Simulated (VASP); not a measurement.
All values below come from PBEsol GGA, VASP's PBE PAW potentials (set 64) (plane waves; VASP).

Input for VASP

File KPOINTS:
```
Automatic mesh
0
Gamma
9 9 9
0 0 0
```

POSCAR:
```
SrO
1
   -0.0000000000     2.5669795707     2.5669795707
    2.5669795707     0.0000000000     2.5669795707
    2.5669795707     2.5669795707    -0.0000000000
Sr O
1 1
Direct
  0.0000000000   0.0000000000   0.0000000000
  0.5000000000   0.5000000000   0.5000000000
```

**INCAR**
```
SYSTEM = SrO
PREC = Accurate; ENCUT = 520; LREAL = .FALSE.
LASPH = .TRUE.
EDIFF = 1E-8; NELM = 100; ALGO = Normal
LMAXMIX = 4
ISMEAR = 0; SIGMA = 0.01
GGA = PS
IBRION = 8; NSW = 1
LWAVE = .FALSE.; LCHARG = .FALSE.
LEPSILON = .TRUE.
```

POTCAR, in this order: Sr_sv O (PBE.64 set). Program: vasp_std.

The resulting files:

### OUTCAR
```
 ion  position               nearest neighbor table
   1  0.000  0.000  0.000-   2 2.57   2 2.57   2 2.57   2 2.57   2 2.57   2 2.57
   2  0.500  0.500  0.500-   1 2.57   1 2.57   1 2.57   1 2.57   1 2.57   1 2.57
  LATTYP: Found a face centered cubic cell.
 ALAT       =     5.1339591414
 Subroutine PRICEL returns:
 Original cell was already a primitive cell.
 Subroutine GETGRP returns: Found 48 space group operations
The static configuration has the point symmetry O_h .
The dynamic configuration has the point symmetry O_h .
 Subroutine INISYM returns: Found 48 space group operations
 Subroutine IBZKPT returns following result:
 Found     35 irreducible k-points:

 Following reciprocal coordinates:
            Coordinates               Weight
  0.000000  0.000000  0.000000      1.000000
  0.111111  0.000000  0.000000      8.000000
  0.222222  0.000000  0.000000      8.000000
  0.333333  0.000000  0.000000      8.000000
  0.444444  0.000000  0.000000      8.000000
  0.111111  0.111111  0.000000      6.000000
  0.222222  0.111111  0.000000     24.000000
  0.333333  0.111111  0.000000     24.000000
  0.444444  0.111111  0.000000     24.000000
 -0.444444  0.111111  0.000000     24.000000
 -0.333333  0.111111  0.000000     24.000000
 -0.222222  0.111111  0.000000     24.000000
 -0.111111  0.111111  0.000000     12.000000
  0.222222  0.222222  0.000000      6.000000
  0.333333  0.222222  0.000000     24.000000
  0.444444  0.222222  0.000000     24.000000
 -0.444444  0.222222  0.000000     24.000000
 -0.333333  0.222222  0.000000     24.000000
 -0.222222  0.222222  0.000000     12.000000
  0.333333  0.333333  0.000000      6.000000
  0.444444  0.333333  0.000000     24.000000
 -0.444444  0.333333  0.000000     24.000000
 -0.333333  0.333333  0.000000     12.000000
  0.444444  0.444444  0.000000      6.000000
...
```

### OUTCAR
```


 HEAD OF MICROSCOPIC STATIC DIELECTRIC TENSOR (INDEPENDENT PARTICLE, excluding Hartree and local field effects)
 ------------------------------------------------------
           4.063626    -0.000000    -0.000000
          -0.000000     4.063626    -0.000000
           0.000000     0.000000     4.063626
 ------------------------------------------------------

 MACROSCOPIC STATIC DIELECTRIC TENSOR (including local field effects in DFT)
 ------------------------------------------------------
           3.886439    -0.000000     0.000000
          -0.000000     3.886439     0.000000
          -0.000000    -0.000000     3.886439
 ------------------------------------------------------

 PIEZOELECTRIC TENSOR (including local field effects)  for field in x, y, z        (e  Angst)
          XX          YY          ZZ          XY          YZ          ZX
  --------------------------------------------------------------------------------
  x     0.00000     0.00000     0.00000     0.00000     0.00000     0.00000
  y     0.00000     0.00000     0.00000     0.00000     0.00000     0.00000
  z     0.00000     0.00000     0.00000     0.00000     0.00000     0.00000

 PIEZOELECTRIC TENSOR (including local field effects)  for field in x, y, z        (C/m^2)
          XX          YY          ZZ          XY          YZ          ZX
  --------------------------------------------------------------------------------
  x     0.00000     0.00000     0.00000     0.00000     0.00000     0.00000
  y     0.00000     0.00000     0.00000     0.00000     0.00000     0.00000
  z     0.00000     0.00000     0.00000     0.00000     0.00000     0.00000

 BORN EFFECTIVE CHARGES (including local field effects) (in |e|, cummulative output)
 ---------------------------------------------------------------------------------
 ion    1
    1     2.45902     0.00000     0.00000
    2     0.00000     2.45902     0.00000
    3     0.00000     0.00000     2.45902
 ion    2
    1    -2.45902     0.00000     0.00000
    2     0.00000    -2.45902     0.00000
    3     0.00000     0.00000    -2.45902
```
(Selected blocks of OUTCAR.)

**OUTCAR**
```
 val. band max:        1.5107552188   @ k =   0.0000   0.0000   0.0000

 cond. band min:       4.7216805631   @ k =   0.4444   0.4444   0.0000


 Fermi energy:         1.6420432079

 k-point     1 :       0.0000    0.0000    0.0000
  band No.  band energies     occupation
      1     -30.7100      2.00000
      2     -13.4933      2.00000
      3     -12.3577      2.00000
      4     -12.3577      2.00000
      5     -12.3577      2.00000
      6       1.5108      2.00000
      7       1.5108      2.00000
      8       1.5108      2.00000
      9       5.3665      0.00000
     10       7.6827      0.00000
     11       7.6827      0.00000
     12       7.6827      0.00000

 k-point     2 :       0.1111    0.0000    0.0000
  band No.  band energies     occupation
      1     -30.6933      2.00000
      2     -13.7969      2.00000
      3     -12.3679      2.00000
      4     -12.3679      2.00000
      5     -12.0945      2.00000
      6       1.1258      2.00000
      7       1.3480      2.00000
      8       1.3480      2.00000
      9       5.9433      0.00000
     10       7.5439      0.00000
     11       7.9297      0.00000
     12       7.9297      0.00000

 k-point     3 :       0.2222    0.0000    0.0000
  band No.  band energies     occupation
      1     -30.6508      2.00000
      2     -14.3162      2.00000
      3     -12.3932      2.00000
      4     -12.3932      2.00000
      5     -11.6786      2.00000
      6       0.3765      2.00000
      7       0.9742      2.00000
      8       0.9742      2.00000
      9       7.2195      0.00000
     10       7.4653      0.00000
     11       8.6178      0.00000
     12       8.6178      0.00000

 k-point     4 :       0.3333    0.0000    0.0000
  band No.  band energies     occupation
      1     -30.6017      2.00000
      2     -14.7559      2.00000
      3     -12.4216      2.00000
      4     -12.4216      2.00000
      5     -11.3570      2.00000
      6      -0.2930      2.00000
...
```

The compound is SrO in the rock salt structure. It was relaxed first.
